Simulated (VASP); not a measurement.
Level of theory: PW91 GGA, VASP's PBE PAW potentials (set 64) (plane waves; VASP 6.6.1). For the first row: Run with 520 eV cut-off, 13×13×13 Γ-centred mesh, first-order Methfessel-Paxton smearing of 0.10 eV, potentials Al Co.

```json
[
 {"system": "CoAl (CsCl type)", "energy (eV/atom)": "-5.9688"},
 {"system": "Al (fcc)", "energy (eV/atom)": "-3.6847"},
 {"system": "Co (hcp)", "energy (eV/atom)": "-6.9945"}
]
```

The references are the elements' solids at the same level; no temperature or zero-point terms are added.

Question: What is the formation energy per atom of CoAl?

Answer: The references average (1×(-3.6847) + 1×(-6.9945))/2 = -5.3396 eV, so the formation energy is -5.9688 − (-5.3396) = -0.629 eV/atom.
